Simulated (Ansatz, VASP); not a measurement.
# Mo (Mo(100) monolayer) in two plane-wave programs, part 2 of 2

Aim: how closely do two programs agree when they are given the same cell, functional and k mesh? The cell is taken from a series of runs on this material, whose earlier steps may have relaxed, scaled, displaced or heated it; both programs get it as it stands.

VASP 6.6.1 and Ansatz 0.2.0.

So far: Starting point; Ansatz: single point, PBE, pair 1; VASP: single point, PBE, pair 1; Differences; VASP: single point, PBE, pair 2; Ansatz: single point, PBE, pair 2.

## 7. Comparison

Both answers:

| quantity | Ansatz | VASP | difference |
| --- | --- | --- | --- |
| work function, lower of the two faces (eV) | 3.94 | 3.94 | 0.00 |
| work function, higher of the two faces (eV) | 3.94 | 3.94 | 0.00 |

With vacuum in the cell, a pressure given here is an average over mostly empty space and none of the material.

## 8. VASP: single point, PBE, pair 3

With cell and atoms fixed, the geometry can't cause a difference; cores, projectors, grids and the points listed under the comparison can. This pair takes another cell of the material, with 3 atoms against 2 for the pair before.

The input, INCAR:

```
SYSTEM = Mo
PREC = Accurate
ENCUT = 400
EDIFF = 1E-06
NELM = 120
ISMEAR = -1
SIGMA = 0.1
LREAL = .FALSE.
ALGO = Normal
GGA = PE
NBANDS = 27
LASPH = .TRUE.
LORBIT = 11
LWAVE = .FALSE.
LCHARG = .FALSE.
ISIF = 2
LDIPOL = .TRUE.
IDIPOL = 3
DIPOL = 0.5 0.5 0.5
LVHAR = .TRUE.
GGA_COMPAT = .FALSE.
NELMDL = -8
KPAR = 2
```

The input, POSCAR:

```
Mo
1.0
    3.1500000000      0.0000000000      0.0000000000
    0.0000000000      3.1500000000      0.0000000000
    0.0000000000      0.0000000000     21.1500000000
Mo
3
Direct
    0.0000000000      0.0000000000      0.4255319149
    0.5000000000      0.5000000000      0.5000000000
    0.0000000000      0.0000000000      0.5744680851
```

The input, KPOINTS:

```
Automatic mesh
0
Gamma
13 13 1
0 0 0
```

The projector-augmented-wave data sets are Mo_sv (PBE family, release 64).

The run is started by

```sh
$ mpirun -np 2 vasp_std
```

Numbers of over 12 decimals in the logs are rounded to 6 here.

What it wrote:

```text
[banner, memory and clock lines left out]
running    2 mpi-ranks, on    1 nodes
[...]
LDA part: xc-table for (Slater+PW92), standard interpolation
 POSCAR, INCAR and KPOINTS ok, starting setup
[...]
entering main loop
       N       E                     dE             d eps       ncg     rms          rms(c)
DAV:   1     0.251918206624E+03    0.25192E+03   -0.24708E+04  2304   0.107E+03
DAV:   2    -0.220971789402E+02   -0.27402E+03   -0.27040E+03  1915   0.319E+02
DAV:   3    -0.312564931024E+02   -0.91593E+01   -0.86470E+01  1847   0.474E+01
DAV:   4    -0.316483922507E+02   -0.39190E+00   -0.38197E+00  2181   0.704E+00
[...]
DAV:  23    -0.285229784306E+02   -0.49789E-05   -0.62140E-07  1105   0.248E-03    0.255E-04
DAV:  24    -0.285229794861E+02   -0.10554E-05   -0.13717E-07   976   0.110E-03    0.208E-04
DAV:  25    -0.285229795049E+02   -0.18836E-07   -0.89806E-09   828   0.425E-04
   1 F= -.28522980E+02 E0= -.28435807E+02  d E =-.174344E+00
```

From OUTCAR (step 8):

```text
  Total       -7.5114551     -7.5114551     -4.3926480      0.0000000      0.0000000     -0.0000000
  in kB      -57.3460066    -57.3460066    -33.5355554      0.0000000      0.0000000     -0.0000000
  external PRESSURE =     -49.4091895 kB  Pullay stress =       0.0000000 kB

 POSITION                                       TOTAL-FORCE (eV/Angst)
 -----------------------------------------------------------------------------------
      0.00000      0.00000      9.00000        -0.000000     -0.000000      1.297373
      1.57500      1.57500     10.57500        -0.000000      0.000000      0.000000
      0.00000      0.00000     12.15000         0.000000      0.000000     -1.297373
 -----------------------------------------------------------------------------------
    total drift:                                0.000000      0.000000     -0.000000

  FREE ENERGIE OF THE ION-ELECTRON SYSTEM (eV)
  ---------------------------------------------------
  free  energy   TOTEN  =       -28.5229795049 eV

  energy  without entropy=      -28.3486351730  energy(sigma->0) =      -28.43580734

[... 3 further parts left out ...]
[key lines of the parts left out:]
E-fermi :  -0.2422
```

## 9. Ansatz: single point, PBE, pair 3

The same cell, functional, mesh and smearing now go to Ansatz, which takes its cutoff from its data sets.

The cell is taken from a series of runs on this material, whose earlier steps may have relaxed, scaled, displaced or heated it; both programs get it as it stands.

The input, input.yaml:

```yaml
crystal:
  lattice:
    - [3.15, 0.0, 0.0]
    - [0.0, 3.15, 0.0]
    - [0.0, 0.0, 21.15]
  atoms:
    - { symbol: Mo, position: [0.0, 0.0, 0.4255319149] }
    - { symbol: Mo, position: [0.5, 0.5, 0.5] }
    - { symbol: Mo, position: [0.0, 0.0, 0.5744680851] }
kpoints:
  mp_grid: { grid: [13, 13, 1] }
hamiltonian:
  xc: pbe
scf:
  occupations: { method: fermi_dirac, width: 0.1 }
  convergence: { dr2_threshold: 1.0e-09 }
efield:
  axis: 3
  dipole_correction: true
  ramp_position: 0.97
  ramp_width: 0.06
output:
  write_potential: true
  write_density: true
  volumetric_format: npy
```

The run is started by

```sh
$ ansatz run input.yaml --threads 2 --pin off --max-ram 3072MiB --backend cpu --events-out ev --progress --plain --runs-dir out
```

What it wrote:

```text
[...]
Crystal: 3 atoms, lattice volume = 209.861 Å³
Basis set: ecut = 420 eV, 4119 PW (Γ)
Bands: 26, of which v1, the nominal top of the filled ones, is band 21 counted from 1 (20 counted from 0)
Symmetry: 8 space group operations
k-points: 28 of 169
[...]
k-point 0: bands = [... 17 lower, 0.6591, 0.6591, 1.1498, 1.4657, 1.6387, 1.7871, 1.7871, 2.0867, ... 1 higher]
  k-point 1: bands = [... 17 lower, 0.6104, 0.7750, 0.8765, 1.1903, 1.5103, 1.9908, 1.9948, 2.4114, ... 1 higher]
  k-point 2: bands = [... 17 lower, 0.4322, 0.4578, 0.7218, 0.9935, 1.6669, 2.2125, 2.2438, 2.6417, ... 1 higher]
  k-point 27: bands = [... 17 lower, -0.1750, -0.1485, 2.6404, 2.6830, 3.0395, 3.0737, 3.6767, 3.8251, ... 1 higher]
[key lines of the parts left out:]
SCF converged after 10 iterations
Free energy (F): -14863.749879 eV
Fermi energy:    1.662639 eV
Dipole field:    D = 0.000000 V/Å  (p = 0.000000 e·Å, saw-weighted, corrected)
Work function:   Φ+ = 4.0899 eV   Φ− = 4.0899 eV
```

## 10. Side by side

Compared:

| quantity | Ansatz | VASP | difference |
| --- | --- | --- | --- |
| work function, lower of the two faces (eV) | 4.09 | 4.09 | 0.00 |
| work function, higher of the two faces (eV) | 4.09 | 4.09 | 0.00 |

With vacuum in the cell, a pressure given here is an average over mostly empty space and none of the material.

## 11. Outcome

```
difference in work function, lower of the two faces (single point, PBE, pair 1)  : -0.0021 eV
difference in work function, higher of the two faces (single point, PBE, pair 2) : 2.4e-4 eV
difference in work function, lower of the two faces (single point, PBE, pair 3)  : -2.9e-4 eV
```

The difference in work function, lower of the two faces is -0.0021 eV (single point, PBE, pair 1). 5 further runs of this series are not shown here. Such differences can come from data sets, numerical settings and the points named under the comparisons, not from the functional's error against experiment.

[Lines on the potential files, build, host, timing and source positions are cut from VASP's logs without a mark.]

[Logs are printed without paths, hosts, clocks, repeated set-up lines and the standing remarks that a program may print on its own settings, such as how far it seeks lower states.]

[Hosts, paths, dates, database ids (printed as entryN), source tags and the programs' standing remarks are cut or masked in the printed files.]
